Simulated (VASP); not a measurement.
VASP input:

### KPOINTS
```
Automatic mesh
0
Gamma
7 7 4
0 0 0
```

File POSCAR:
```
ZnS
1.0
  1.8725535721  -3.2433578852   0.0000000000
  1.8725535721   3.2433578852   0.0000000000
  0.0000000000   0.0000000000   6.1409990263
Zn S
2 2
direct
  0.6666670000   0.3333330000   0.5002277801
  0.3333330000   0.6666670000   0.0002277801
  0.6666670000   0.3333330000   0.8747722199
  0.3333330000   0.6666670000   0.3747722199
```

INCAR:
```
AGGAC  =  0.0
NELM  =  100   # most electronic steps
PARAM2  =  0.7114
LREAL  =  F   # projection in real space or not
GGA  =  MK
SYSTEM  =  ZnS
LASPH  =  T   # aspherical one-centre terms
NSW  =  30
ZAB_VDW  =  -1.8867
IBRION  =  2
LWAVE  =  F
ISMEAR  =  0   # Gaussian
ALGO  =  Normal   # blocked Davidson
ISIF  =  4   # ions and shape, fixed volume
EDIFF  =  1E-7
SIGMA  =  0.05
PREC  =  Accurate
PARAM1  =  0.1234568
LCHARG  =  F
LMAXMIX  =  4
ENCUT  =  520   # plane-wave cut-off (eV)
LUSE_VDW  =  T
EDIFFG  =  -0.01   # ionic stop
```

POTCAR, in this order: Zn S (PBE.64 set). Program: vasp_std.

### Question
Write an equivalent input for Quantum ESPRESSO's pw.x.

### Answer
One equivalent input (not run):
```
&CONTROL
  calculation = 'vc-relax'
  pseudo_dir = './pseudo'
  outdir = './out'
  tprnfor = .true.
  tstress = .true.
  nstep = 30
  forc_conv_thr = 0.00039
/
&SYSTEM
  ibrav = 0
  nat = 4
  ntyp = 2
  ecutwfc = 84
  occupations = 'smearing'
  smearing = 'gaussian'
  degauss = 0.003675
  input_dft = 'vdw-df2-b86r'
/
&ELECTRONS
  conv_thr = 7.3e-09
  electron_maxstep = 100
/
&IONS
/
&CELL
  cell_dofree = 'shape'
/
ATOMIC_SPECIES
  Zn 65.380 Zn.upf
  S 32.060 S.upf
CELL_PARAMETERS angstrom
     1.8725536   -3.2433579    0.0000000
     1.8725536    3.2433579    0.0000000
     0.0000000    0.0000000    6.1409990
ATOMIC_POSITIONS crystal
  Zn   0.6666670  0.3333330  0.5002278
  Zn   0.3333330  0.6666670  0.0002278
  S    0.6666670  0.3333330  0.8747722
  S    0.3333330  0.6666670  0.3747722
K_POINTS automatic
  7 7 4 0 0 0
```
Limits of the translation: the potentials are each code's own (VASP's PAW set, PseudoDojo norm-conserving files in pw.x), so ENCUT and ecutwfc are chosen apart and not converted; conv_thr bounds pw.x's estimated SCF error, while EDIFF bounds the energy change between steps; forc_conv_thr acts on force components and is met together with etot_conv_thr.

The compound is ZnS in the wurtzite structure, the high-temperature form. This cell is one point of a volume scan, at 0.94 of the reference volume. Symmetry was kept, so distortions that lower it aren't found.
